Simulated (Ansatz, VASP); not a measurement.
# Cross-check of SrAs2Ru2 between VASP and Ansatz, part 2 of 2

Aim: how closely do two programs agree when they are given the same cell, functional and k mesh? The cell is taken from a series of runs on this material, whose earlier steps may have relaxed, scaled, displaced or heated it; both programs get it as it stands.

VASP 6.6.1 and Ansatz 0.2.0.

So far: The starting structure; VASP: relaxation of cell and atoms, PBEsol.

**3. Ansatz: relaxation of cell and atoms, PBEsol**

Level of this step: Ansatz beside VASP: Kohn-Sham DFT, plane waves, PBEsol (Ansatz).

Ansatz runs on its default PAW (the set named soft_2) files.

The same cell, functional, mesh and smearing now go to Ansatz, which takes its cutoff from its data sets.

File input.yaml:

```yaml
crystal:
  lattice:
    - [-2.0833018156, 2.0833018156, 5.4804085167]
    - [2.0833018156, -2.0833018156, 5.4804085167]
    - [2.0833018156, 2.0833018156, -5.4804085167]
  atoms:
    - { symbol: Sr, position: [0.0, 0.0, 0.0] }
    - { symbol: As, position: [0.6393653066, 0.6393653066, 0.0] }
    - { symbol: As, position: [0.3606346934, 0.3606346934, 0.0] }
    - { symbol: Ru, position: [0.25, 0.75, 0.5] }
    - { symbol: Ru, position: [0.75, 0.25, 0.5] }
kpoints:
  mp_grid: { grid: [10, 10, 10] }
hamiltonian:
  xc: pbesol
scf:
  occupations: { method: methfessel_paxton, width: 0.2 }
output:
  forces: true
  stress: true
  eigenvalues: true
relax:
  adjacent_minimum: "off"
  f_tol: 0.001
  max_steps: 60
  cell: { stress_tol: 0.01 }
```

Launch:

```bash
$ ansatz run input.yaml --threads 16 --pin off --max-ram 61440MiB --backend cuda --events-out ev --progress --plain --runs-dir out --max-vram 78GiB
```

Numbers of over 12 decimals in the logs are rounded to 6 here.

What it wrote:

```text
basis.fft_grid_basis auto: the FFT boxes are laid along the combinations [[1, 0, 1], [0, 1, 1], [0, 0, 1]] of the cell's own vectors, 4.167, 4.167 and 6.222 Å long. The dense box has 30×30×45 points. Along the cell's own vectors, as sized, it would have 45×45×45, 2.25 times as many. Of the 16 symmetry operations that the crystal satisfies within crystal.symmetry.tolerance (time reversal apart; of a slab, those that k [...]
Engine: ansatz 0.2.0, aarch64-unknown-linux-gnu
Pseudopotentials: kind: paw
Pseudopotential: Sr, paw, valence charge 10, recommended cutoff 420 eV (normal), Sr.paw.azcp
Pseudopotential: As, paw, valence charge 15, recommended cutoff 420 eV (normal), As.paw.azcp
Pseudopotential: Ru, paw, valence charge 16, recommended cutoff 420 eV (normal), Ru.paw.azcp
Functional definition: PBEsol
  exchange = pbesol_x
  correlation = pbesol_c
[...]
Crystal: 5 atoms, lattice volume = 95.143 Å³
Basis set: ecut = 420 eV, 1847 PW (Γ), FFT grids on a1+a3, a2+a3, a3, exchange–correlation on 60×60×90 points (8 copies of the dense FFT grid, shifted against one another)
Bands: 44, of which v1, the nominal top of the filled ones, is band 36 counted from 1 (35 counted from 0)
Symmetry: 16 space group operations
Space group: I4/mmm (ITA 139), of the structure as read, at distance tolerance 4.6e-5 Å
k-points: 102 of 1000
Non-local potential: Sr, projectors of the file, l = 0: 3, l = 1: 2, l = 2: 2
Non-local potential: As, projectors of the file, l = 0: 2, l = 1: 2, l = 2: 3, l = 3: 1
Non-local potential: Ru, projectors of the file, l = 0: 3, l = 1: 2, l = 2: 2, l = 3: 1
PAW form: soft (Blöchl's): semilocal exchange-correlation on the pseudo side does not see the compensation charge
PAW frozen core: Sr, regenerated for the run's functional, and the local potential with it (the file was generated under x = pbe(κ = 0.804, μ = 0.219515), c = pbe(β = 0.066725))
PAW frozen core: As, regenerated for the run's functional, and the local potential with it (the file was generated under x = pbe(κ = 0.804, μ = 0.219515), c = pbe(β = 0.066725))
PAW frozen core: Ru, regenerated for the run's functional, and the local potential with it (the file was generated under x = pbe(κ = 0.804, μ = 0.219515), c = pbe(β = 0.066725))
PAW one-centre angular grid: Sr, 110 points (default); XC on 64 Gauss nodes
PAW one-centre angular grid: As, 590 points (default); XC on 64 Gauss nodes
PAW one-centre angular grid: Ru, 590 points (default); XC on 64 Gauss nodes
Initial density: superposition of atomic densities (neutral atoms: chi_scale 0, normalization atom), corrected by the library's trained network
Initial wavefunctions: pseudopotential atomic-orbital guess
[...]
Functional: x = pbesol(κ = 0.804, μ = 0.123457), c = pbesol(β = 0.046)
SCF iter   1: F=—  HF=-24754.618682 eV  |F-HF|=—  |Δ(HF+E_count)|=         —  Δρ=4.40e-3  dr2=1.58e-2  ethr=1.77e-3  ⟨swp⟩=6.8  Hψ=18255  notcnv=0
preconditioner: auto → Kerker (q_TF=auto, 2.604 Å⁻¹)  [metal: Δε(μ)=0.005 eV  Ē_g=9.554 eV  σ=0.200 eV  W_gap=0.02  n_scr=32 (ndim 8)  ℏωp=22.2 eV  f_vac=0.000  D(μ)=1.72/eV (n_scr^D=10)]
SCF iter   2: F=—  HF=-24754.617692 eV  |F-HF|=—  |Δ(HF+E_count)|=   9.90e-4  S|Δr|=    0.00e0  Δρ=2.36e-3  dr2=5.49e-3  ethr=2.19e-5  ⟨swp⟩=3.0  Hψ=9629  notcnv=0  defer=1
[...]
SCF iter   8: F=-24754.616424 eV  HF=-24754.616424 eV  |F-HF|=4.96e-8  |Δ(HF+E_count)|=   3.62e-8  S|Δr|=    0.00e0  Δρ=4.33e-6  dr2=6.33e-8  ethr=1.39e-10  ⟨swp⟩=10.1  Hψ=21233  notcnv=0
SCF 1 converged in 8 iterations: F = -24754.616424 eV  dr2 = 6.33e-8
  greatest PAW one-centre occupation: 0.999 electrons in one spin orbital (limit 2), on the As atom at site 1 (counted from 0), in its partial waves of l = 2
relax step   1: F+E_penalty+E_count = -24754.61642418 eV  Δ(F+E_penalty+E_count) = +0.000e0 eV  max|allowed force component| = 1.252e-3 eV/Å  Δτ_max = 0.0000 Å  P = -0.033 GPa  Ω = 95.143 Å³  (8 SCF iters, dr2 threshold 1.00e-7 eV, accepted)
[...]
relax step   2: F+E_penalty+E_count = -24754.61644512 eV  Δ(F+E_penalty+E_count) = -2.094e-5 eV  max|allowed force component| = 1.426e-3 eV/Å  Δτ_max = 0.0008 Å  P = +0.013 GPa  Ω = 95.075 Å³  energy of the carried Pulay correction = +1.100e-5 eV  (6 SCF iters, dr2 threshold 6.14e-9 eV, accepted)
[...]
relax step   3: F+E_penalty+E_count = -24754.61644911 eV  Δ(F+E_penalty+E_count) = -3.989e-6 eV  max|allowed force component| = 3.444e-4 eV/Å  Δτ_max = 0.0000 Å  P = +0.006 GPa  Ω = 95.072 Å³  energy of the carried Pulay correction = +1.150e-5 eV  (5 SCF iters, dr2 threshold 1.58e-9 eV, accepted)
[...]
relax step   4: F+E_penalty+E_count = -24754.61645056 eV  Δ(F+E_penalty+E_count) = -1.447e-6 eV  max|allowed force component| = 1.633e-5 eV/Å  Δτ_max = 0.0001 Å  P = -0.000 GPa  Ω = 95.068 Å³  energy of the carried Pulay correction = +1.213e-5 eV  (6 SCF iters, dr2 threshold 3.11e-10 eV, accepted)
[...]
relax step   5: F+E_penalty+E_count = -24754.61644221 eV  Δ(F+E_penalty+E_count) = +8.346e-6 eV  max|allowed force component| = 1.489e-5 eV/Å  Δτ_max = 0.0000 Å  P = -0.000 GPa  Ω = 95.068 Å³  stress off target by 2.75e-3 GPa  SCF on the basis re-selected at this cell (its energy is not comparable with the rows above)  (9 SCF iters)
[...]
SCF converged after 9 iterations
Stability not checked: this state was not tested for a lower state beside it, because cold or Methfessel-Paxton smearing, or corrected tetrahedra, fill the levels in a way that the test cannot read (fill_not_monotonic; see scf.lower_state_search)
Free energy (F): -24754.616442 eV
Harris-Foulkes:  -24754.616442 eV  (|F-HF|=0.00e0)
Internal energy: -24754.617473 eV  (E = F + TS)
E sigma→0 (E₀):  -24754.616700 eV
Entropy (-TS):   0.001031 eV (0.206 meV/atom)
Fermi energy:    14.731941 eV
--- Per-component energies (eV) ---
  E_band       = -749.715254
  E_kinetic    = 1491.503588
  E_local      = -8273.182838  (includes V_loc(G=0)·N_el)
  E_nonlocal   = -436.220101
  E_hartree    = 3651.189607
  E_xc         = -710.934786
  E_vxc        = -801.459165  (∫ρ·V_xc dr)
  E_paw        = -13034.934336  (= ΣΔE_a)
  E_vpaw       = -32.735475  (= ΣTr[D̂ρ^β])
  E_aug_tail   = -0.000386  (compensation charges beyond the density's cutoff)
  E_ewald      = -7444.612019
  E_core_change = 2.573797  (= ΣΔE_core)
  E_smearing   = 0.001031  (= −TS)
  E_closure    = 0.000000  (closes the sum)
  Σ components = -24754.616442   (vs F -24754.616442, Δ=0.00e0)
--- Forces (eV/Å), atoms counted from 1 ---
  atom   1  Sr     0.00000000     0.00000000     0.00000000
  atom   2  As     0.00000000     0.00000000     0.00001489
  atom   3  As     0.00000000     0.00000000    -0.00001489
  atom   4  Ru     0.00000000     0.00000000     0.00000000
  atom   5  Ru     0.00000000     0.00000000     0.00000000
  max |Σ_I F_I| component: 8.67e-19 eV/Å
--- Stress (GPa, compression-positive) ---
        0.001196       0.000000       0.000000
        0.000000       0.001196       0.000000
        0.000000       0.000000      -0.002755
  P = ⅓ Tr σ = -0.0001 GPa (-0.001 kbar)
--- Band table (eV; the first three rows and the last of 102) ---
  k-point 0: bands = [... 32 lower, 13.6835, 14.3570, 14.4131, 14.4131, 15.4551, 15.7570, 16.8604, 17.3476, ... 4 higher]
  k-point 1: bands = [... 32 lower, 13.6763, 14.1153, 14.1526, 14.2295, 15.3293, 15.8709, 16.5030, 17.3941, ... 4 higher]
  k-point 2: bands = [... 32 lower, 13.4731, 13.6467, 13.7517, 13.8067, 15.1179, 15.9239, 16.0314, 18.0405, ... 4 higher]
  k-point 101: bands = [... 32 lower, 14.3666, 14.7332, 14.7332, 14.9754, 15.6720, 15.7570, 17.0937, 18.0792, ... 4 higher]
--- Relaxed structure (4 steps of the walk, 4 accepted, 1 SCFs on fresh bases) ---
  F+E_penalty+E_count = -24754.61644221 eV   max|allowed force component| = 1.489e-5 eV/Å   (the final SCF, on the basis selected at the relaxed cell)
  cell:  # Å, volume = 95.0681 Å³
    - [-2.083502, 2.083502, 5.475039]
    - [2.083502, -2.083502, 5.475039]
    - [2.083502, 2.083502, -5.475039]
  atoms:
    - { symbol: Sr, position: [0, 0, 0] }
    - { symbol: As, position: [0.639285, 0.639285, 0] }
    - { symbol: As, position: [0.360715, 0.360715, 0] }
    - { symbol: Ru, position: [0.250000, 0.750000, 0.500000] }
    - { symbol: Ru, position: [0.750000, 0.250000, 0.500000] }
```

Reading the cycles: dr2 is the Hartree energy of the density residual (eV), the measure of convergence; HF is the Harris–Foulkes estimate of the energy, which meets the free energy F at convergence.

**4. Comparison**

Known differences besides the potentials themselves: the data sets hold 72 valence electrons in Ansatz (on its default PAW (the set named soft_2) files) and 48 in VASP; the cutoff is 420 eV in Ansatz and 500 eV in VASP; Ansatz makes its cores anew for this functional, VASP keeps those of its PBE data sets; Ansatz adds a Pulay correction to the stress that steers its cell, VASP none. Total energies have different zeros and are not compared.

The two programs side by side:

| quantity | Ansatz | VASP | difference |
| --- | --- | --- | --- |
| volume (Å³) | 95.07 | 95.35 | -0.30 % |
| edge a after relaxation, in the typed setting (Å) | 6.218 | 6.226 | -0.13 % |

**5. Summary of results**

```json
{"difference in volume (relaxation of cell and atoms, PBEsol)": "-0.30 %"}
```

**Reading.** The difference in volume is -0.30 % (relaxation of cell and atoms, PBEsol), within the 1.2 % picked in this series as the mark of a large difference, as far as the stopping tolerances let one tell. The data sets hold unlike numbers of valence electrons (72 in Ansatz and 48 in VASP), so part of the differences comes from the potentials. 1 further run of this series is not shown here. Such differences can come from data sets, numerical settings and the points named under the comparisons, not from the functional's error against experiment.

[Lines on the potential files, build, host, timing and source positions are cut from VASP's logs without a mark.]

[Logs are printed without paths, hosts, clocks, repeated set-up lines and the standing remarks that a program may print on its own settings, such as how far it seeks lower states.]

[Hosts, paths, dates, database ids (printed as entryN), source tags and the programs' standing remarks are cut or masked in the printed files.]
